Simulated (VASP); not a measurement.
Calculation: r2SCAN meta-GGA, VASP's PBE PAW potentials (set 64) (plane waves; VASP 6.6.1).

VASP input:

File POSCAR:
```
InSb
1
    0.0000000000     3.2778292132     3.2778292132
    3.2778292132     0.0000000000     3.2778292132
    3.2778292132     3.2778292132     0.0000000000
In Sb
1 1
Direct
  0.0000000000   0.0000000000   0.0000000000
  0.2500000000   0.2500000000   0.2500000000
```

### INCAR
```
ALGO=Normal
EDIFF=1E-7
ENCUT=400
ISIF=2
ISMEAR=-5
LASPH=.TRUE.
LCHARG=.FALSE.
LMAXMIX=4
LMIXTAU=.TRUE.
LORBIT=11
LREAL=.FALSE.
LWAVE=.FALSE.
METAGGA=R2SCAN
NEDOS=601
NELM=100
PREC=Accurate
SYSTEM=InSb
```

**KPOINTS_OPT**
```
k-points along high-symmetry lines
10
Line-mode
Reciprocal
  0.000000   0.000000   0.000000 ! GAMMA
 -0.500000  -0.500000   0.000000 ! X

 -0.500000  -0.500000   0.000000 ! X
 -0.375000  -0.375000   0.250000 ! U

 -0.375000  -0.000000   0.375000 ! K
  0.000000   0.000000   0.000000 ! GAMMA

  0.000000   0.000000   0.000000 ! GAMMA
  0.000000   0.000000   0.500000 ! L

  0.000000   0.000000   0.500000 ! L
 -0.500000  -0.250000   0.250000 ! W

 -0.500000  -0.250000   0.250000 ! W
 -0.500000  -0.500000   0.000000 ! X
```

**KPOINTS**
```
Automatic mesh
0
Gamma
11 11 11
0 0 0
```

POTCAR, in this order: In_d Sb (PBE.64 set). Program: vasp_std.

The run wrote:

### OUTCAR
```
 ion  position               nearest neighbor table
   1  0.000  0.000  0.000-   2 2.84   2 2.84   2 2.84   2 2.84
   2  0.250  0.250  0.250-   1 2.84   1 2.84   1 2.84   1 2.84
  LATTYP: Found a face centered cubic cell.
 ALAT       =     6.5556584264
 Subroutine PRICEL returns:
 Original cell was already a primitive cell.
 Subroutine GETGRP returns: Found 24 space group operations
The static configuration has the point symmetry T_d .
The dynamic configuration has the point symmetry T_d .
 Subroutine INISYM returns: Found 24 space group operations
 Subroutine IBZKPT returns following result:
 Found     56 irreducible k-points:

 Following reciprocal coordinates:
            Coordinates               Weight
  0.000000  0.000000  0.000000      1.000000
  0.090909  0.000000  0.000000      8.000000
  0.181818  0.000000  0.000000      8.000000
  0.272727  0.000000  0.000000      8.000000
  0.363636  0.000000  0.000000      8.000000
  0.454545  0.000000  0.000000      8.000000
  0.090909  0.090909  0.000000      6.000000
  0.181818  0.090909  0.000000     24.000000
  0.272727  0.090909  0.000000     24.000000
  0.363636  0.090909  0.000000     24.000000
  0.454545  0.090909  0.000000     24.000000
 -0.454545  0.090909  0.000000     24.000000
 -0.363636  0.090909  0.000000     24.000000
 -0.272727  0.090909  0.000000     24.000000
 -0.181818  0.090909  0.000000     24.000000
 -0.090909  0.090909  0.000000     12.000000
  0.181818  0.181818  0.000000      6.000000
  0.272727  0.181818  0.000000     24.000000
  0.363636  0.181818  0.000000     24.000000
  0.454545  0.181818  0.000000     24.000000
 -0.454545  0.181818  0.000000     24.000000
 -0.363636  0.181818  0.000000     24.000000
 -0.272727  0.181818  0.000000     24.000000
 -0.181818  0.181818  0.000000     12.000000
...
```

OSZICAR:
```
       N       E                     dE             d eps       ncg     rms          rms(c)
DAV:   1     0.603799700879E+02    0.60380E+02   -0.70792E+03  1456   0.114E+03
DAV:   2    -0.447894147584E+02   -0.10517E+03   -0.10320E+03  1526   0.288E+02
DAV:   3    -0.516705040453E+02   -0.68811E+01   -0.68477E+01  1916   0.847E+01
DAV:   4    -0.518608519884E+02   -0.19035E+00   -0.19028E+00  1817   0.164E+01
DAV:   5    -0.518675920691E+02   -0.67401E-02   -0.67399E-02  2071   0.240E+00    0.514E+00
DAV:   6    -0.488383459481E+02    0.30292E+01   -0.16825E+00  1746   0.284E+01    0.279E+00
DAV:   7    -0.486667084650E+02    0.17164E+00   -0.48006E-01  1496   0.101E+01    0.141E+00
DAV:   8    -0.488612367834E+02   -0.19453E+00   -0.36553E-01  1486   0.646E+00    0.966E-01
DAV:   9    -0.487413258216E+02    0.11991E+00   -0.42197E-02  1516   0.268E+00    0.662E-01
DAV:  10    -0.487564337488E+02   -0.15108E-01   -0.91949E-03  1611   0.106E+00    0.104E+00
DAV:  11    -0.487643616661E+02   -0.79279E-02   -0.34509E-02  1482   0.171E+00    0.358E-01
DAV:  12    -0.487664443542E+02   -0.20827E-02   -0.60921E-03  1756   0.505E-01    0.262E-01
DAV:  13    -0.487670308661E+02   -0.58651E-03   -0.32902E-04  1516   0.155E-01    0.312E-01
DAV:  14    -0.487661789653E+02    0.85190E-03   -0.42289E-04  1476   0.163E-01    0.348E-01
DAV:  15    -0.487635371962E+02    0.26418E-02   -0.12299E-03  1526   0.277E-01    0.681E-01
DAV:  16    -0.487602397710E+02    0.32974E-02   -0.31174E-03  1471   0.682E-01    0.242E+00
DAV:  17    -0.487658744542E+02   -0.56347E-02   -0.61929E-03  1461   0.102E+00    0.556E-01
DAV:  18    -0.487668089647E+02   -0.93451E-03   -0.23607E-03  1581   0.496E-01    0.516E-02
DAV:  19    -0.487668097354E+02   -0.77064E-06   -0.12933E-04  1651   0.131E-01    0.498E-02
DAV:  20    -0.487668901097E+02   -0.80374E-04   -0.17810E-04  1456   0.158E-01    0.344E-02
DAV:  21    -0.487669086670E+02   -0.18557E-04   -0.38925E-05  1456   0.795E-02    0.265E-02
DAV:  22    -0.487669136525E+02   -0.49855E-05   -0.25645E-06  1706   0.213E-02    0.183E-02
DAV:  23    -0.487669136814E+02   -0.28883E-07   -0.11239E-06  1546   0.103E-02    0.638E-03
DAV:  24    -0.487669143174E+02   -0.63599E-06   -0.24952E-07  1536   0.623E-03    0.273E-03
DAV:  25    -0.487669140533E+02    0.26402E-06   -0.11935E-07  1028   0.470E-03    0.117E-03
DAV:  26    -0.487669141678E+02   -0.11449E-06   -0.33563E-08   863   0.203E-03    0.144E-03
DAV:  27    -0.487669140654E+02    0.10248E-06   -0.19621E-08   728   0.152E-03    0.379E-04
DAV:  28    -0.487669140726E+02   -0.72503E-08   -0.45043E-09   728   0.109E-03
   1 F= -.48766914E+02 E0= -.48766914E+02  d E =0.000000E+00
       N       E                     dE             ncg
       N       E                     dE             ncg
```

OUTCAR:
```
------------------------ aborting loop because EDIFF is reached ----------------------------------------
  FORCE on cell =-STRESS in cart. coord.  units (eV):
  Direction    XX          YY          ZZ          XY          YZ          ZX
  --------------------------------------------------------------------------------------
  Total       -0.0064242     -0.0064242     -0.0064242      0.0000000      0.0000000      0.0000000
  in kB       -0.1461301     -0.1461301     -0.1461301      0.0000000      0.0000000      0.0000000
  external PRESSURE =      -0.1461301 kB  Pullay stress =       0.0000000 kB
  volume of cell :       70.44
      direct lattice vectors                 reciprocal lattice vectors
     0.000000000  3.277829213  3.277829213    -0.152539979  0.152539979  0.152539979
     3.277829213  0.000000000  3.277829213     0.152539979 -0.152539979  0.152539979
     3.277829213  3.277829213  0.000000000     0.152539979  0.152539979 -0.152539979
  FREE ENERGIE OF THE ION-ELECTRON SYSTEM (eV)
  ---------------------------------------------------
  free  energy   TOTEN  =       -48.7669140726 eV

  energy  without entropy=      -48.7669140726  energy(sigma->0) =      -48.76691407

 total charge

# of ion       s       p       d       tot
------------------------------------------
    1        0.859   0.720   9.862  11.441
    2        1.112   1.340   0.019   2.471
--------------------------------------------------
tot          1.972   2.059   9.881  13.912
```
(Selected blocks of OUTCAR.)

The compound is InSb in the zinc blende structure. It was relaxed first.
